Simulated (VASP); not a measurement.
These are rev-vdW-DF2, VASP's PBE PAW potentials (set 64) (plane waves; VASP) values and carry that method's errors.

The input files of a VASP run:

POSCAR:
```
V
1
   -1.4863271987     1.4863271987     1.4863271987
    1.4863271987    -1.4863271987     1.4863271987
    1.4863271987     1.4863271987    -1.4863271987
V
1
Direct
  1.0000000000   0.0000000000   0.0000000000
```

**KPOINTS**
```
Automatic mesh
0
Gamma
15 15 15
0 0 0
```

### INCAR
```
# general
SYSTEM   = V
PREC     = Accurate
ENCUT    = 520   # plane-wave cut-off (eV)
LREAL    = F
LASPH    = T

# electronic loop
EDIFF    = 1E-6   # SCF stop (eV)
NELM     = 100
ALGO     = Normal   # blocked Davidson
LMAXMIX  = 4   # l cut-off of mixed one-centre charges

# smearing
ISMEAR   = 1   # Methfessel-Paxton
SIGMA    = 0.1

# functional
GGA      = MK
LUSE_VDW = T
AGGAC    = 0.0
PARAM1   = 0.1234568
PARAM2   = 0.7114
ZAB_VDW  = -1.8867

# ions
IBRION   = 2
NSW      = 60   # most ionic steps
ISIF     = 3   # ions, shape and volume
EDIFFG   = -0.01

# output
LWAVE    = F
LCHARG   = F
```

POTCAR, in this order: V_sv (PBE.64 set). Program: vasp_std.

Output of the run:

**OSZICAR**
```
       N       E                     dE             d eps       ncg     rms          rms(c)
DAV:   1     0.911595995532E+02    0.91160E+02   -0.74131E+03  2400   0.143E+03
DAV:   2    -0.611452083253E+01   -0.97274E+02   -0.95112E+02  2458   0.372E+02
DAV:   3    -0.761385373023E+01   -0.14993E+01   -0.14435E+01  2490   0.541E+01
DAV:   4    -0.762381802447E+01   -0.99643E-02   -0.99573E-02  2460   0.459E+00
DAV:   5    -0.762392309018E+01   -0.10507E-03   -0.10506E-03  2480   0.481E-01    0.191E+01
DAV:   6    -0.633905178855E+01    0.12849E+01   -0.51138E+00  2412   0.341E+01    0.208E+00
DAV:   7    -0.631999598947E+01    0.19056E-01   -0.22719E-02  2412   0.225E+00    0.107E+00
DAV:   8    -0.631200099331E+01    0.79950E-02   -0.66393E-03  2422   0.138E+00    0.555E-02
DAV:   9    -0.631202854920E+01   -0.27556E-04   -0.60010E-05  2420   0.129E-01    0.311E-02
DAV:  10    -0.631204138008E+01   -0.12831E-04   -0.12320E-05  2414   0.433E-02    0.318E-03
DAV:  11    -0.631204195943E+01   -0.57935E-06   -0.42863E-07  1214   0.110E-02
   1 F= -.63120420E+01 E0= -.63124566E+01  d E =-.631204E+01
```

File OUTCAR:
```
------------------------ aborting loop because EDIFF is reached ----------------------------------------
  FORCE on cell =-STRESS in cart. coord.  units (eV):
  Direction    XX          YY          ZZ          XY          YZ          ZX
  --------------------------------------------------------------------------------------
  Total        0.0040200      0.0040200      0.0040200      0.0000000      0.0000000     -0.0000000
  in kB        0.4903763      0.4903763      0.4903763      0.0000000      0.0000000     -0.0000000
  external PRESSURE =       0.4903763 kB  Pullay stress =       0.0000000 kB
  volume of cell :       13.13
      direct lattice vectors                 reciprocal lattice vectors
    -1.486327199  1.486327199  1.486327199     0.000000000  0.336399684  0.336399684
     1.486327199 -1.486327199  1.486327199     0.336399684  0.000000000  0.336399684
     1.486327199  1.486327199 -1.486327199     0.336399684  0.336399684  0.000000000
 POSITION                                       TOTAL-FORCE (eV/Angst)
 -----------------------------------------------------------------------------------
      0.00000      0.00000      0.00000        -0.000000     -0.000000     -0.000000
 -----------------------------------------------------------------------------------
    total drift:                                0.000000     -0.000000      0.000000
  FREE ENERGIE OF THE ION-ELECTRON SYSTEM (eV)
  ---------------------------------------------------
  free  energy   TOTEN  =        -6.3120419594 eV

  energy  without entropy=       -6.3132858552  energy(sigma->0) =       -6.31245659

 reached required accuracy - stopping structural energy minimisation
```
(Selected blocks of OUTCAR.)

The compound is V in the bcc structure. It was relaxed first, which changed the volume by -6 %. The start is the result of an earlier pass. The run is not spin-polarised, so no magnetic state was tried.
